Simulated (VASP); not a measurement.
A run of VASP 6.6.1:

File INCAR:

```
SYSTEM = Ag
PREC = Accurate
ENCUT = 520
EDIFF = 1E-6
ISMEAR = 1
SIGMA = 0.1
LREAL = .FALSE.
LASPH = .TRUE.
NELM = 80
ALGO = Normal
ISIF = 2
LWAVE = .FALSE.
LCHARG = .FALSE.
LDIPOL = .TRUE.
IDIPOL = 3
DIPOL = 0.5 0.5 0.500
GGA = PS
LVHAR = .TRUE.
LVACPOTAV = .TRUE.
ICORELEVEL = 1
KPAR = 4
```

Contents of KPOINTS:

```
Automatic mesh
0
G
  13 10 1
  0 0 0
```

POSCAR

```
Ag                                      
1.0
    2.8648615100      0.0000000000      0.0000000000
    0.0000000000      4.0515260000      0.0000000000
    0.0000000000      0.0000000000     27.8918767900
  Ag            
    10
Direct
     0.5000000000000000    0.5000000000000000    0.2709972235722009
     0.0000000000000000    0.0000000000000000    0.3180997231370289
     0.5000000000000000    0.5000000000000000    0.3715889302033719
     0.0000000000000000    0.0000000000000000    0.4222898103759690
     0.5000000000000000    0.5000000000000000    0.4744275922085758
     0.0000000000000000    0.0000000000000000    0.5255724077914241
     0.5000000000000000    0.5000000000000000    0.5777101896240310
     0.0000000000000000    0.0000000000000000    0.6284110697966283
     0.5000000000000000    0.5000000000000000    0.6819002768629709
     0.0000000000000000    0.0000000000000000    0.7290027764277991
```

Potentials or basis: VASP PAW PBE potentials, release 64 (Ag).

Launch:

```sh
$ cat potpaw_PBE.64/Ag/POTCAR > POTCAR
$ mpirun -np 4 vasp_std > vasp.out
```

Hardware: 4 MPI ranks on Intel(R) Xeon(R) Platinum 8488C (Sapphire Rapids), on a shared host.

**Question.** Estimate the wall time of this run.

**Answer.** Wall time 5.8 min on 4 MPI ranks on Intel(R) Xeon(R) Platinum 8488C (Sapphire Rapids) (shared host), peak memory 0.78 GiB a rank. Counts: scf iterations 15, k points 42.
